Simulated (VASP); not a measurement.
Input:

```
InSb
1.0
    0.00000     3.36215     3.36215
    3.36215     0.00000     3.36215
    3.36215     3.36215     0.00000
In Sb
1 1
Direct
  0.00000   0.00000   0.00000
  0.25000   0.25000   0.25000
```

Calculation: TPSS meta-GGA, VASP's PBE PAW potentials (set 64) (plane waves; VASP). Numerical set-up: 520 eV cut-off, 10×10×10 Γ-centred mesh, first-order Methfessel-Paxton smearing of 0.10 eV, potentials In_d Sb.

**Question.** Give the stress tensor in GPa (positive for a compressed cell).

**Answer.** 
```
-1.94   0.00   0.00
 0.00  -1.94   0.00
 0.00   0.00  -1.94
```
The pressure is its mean diagonal, -1.94 GPa.

The compound is InSb in the zinc blende structure. This cell is one point of a volume scan, at 1.06 of the reference volume.
